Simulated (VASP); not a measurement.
```xyz
2
Lattice="0.0000 2.2521 2.2521 2.2521 0.0000 2.2521 2.2521 2.2521 0.0000" Properties=species:S:1:pos:R:3 pbc="T T T"
B      0.0000     0.0000     0.0000
Rh     2.2521     2.2521     2.2521
```

The base run (VASP): PBE GGA, plane waves, VASP's PBE PAW potentials (set 64). Numerical set-up: 520 eV cut-off, 13×13×13 Γ-centred mesh, first-order Methfessel-Paxton smearing of 0.10 eV, potentials B Rh_pv.

One setting is varied; ΔE counts from the base run. The base run took about 30 core-seconds. Costs are core time on shared hosts, one run each; read them as rough ratios.

Pressures at a finite cut-off, here 520 eV, hold a Pulay part, which wasn't tested here.

```
setting                               cost over the base run  electronic steps  ΔE (meV/atom)  pressure (GPa)
------------------------------------  ----------------------  ----------------  -------------  --------------
KPOINTS 5×5×5 Monkhorst-Pack mesh                  about 1/5                12          -11.5          -17.08
KPOINTS 7×7×7 Monkhorst-Pack mesh                  about 1/4                13           -1.5          -16.38
KPOINTS 6×6×6 Monkhorst-Pack mesh                  about 1/3                13            4.2          -16.12
KPOINTS 11×11×11 Monkhorst-Pack mesh    within a factor of 2                13            0.3          -16.24
base run                                           reference                13            0.0          -16.33
```

Left out are runs that failed, have no time on record or changed the cell.

The structure was generated: BRh was put into the rocksalt type (Fm-3m), which need not be its known phase. The cell was not relaxed at this level.
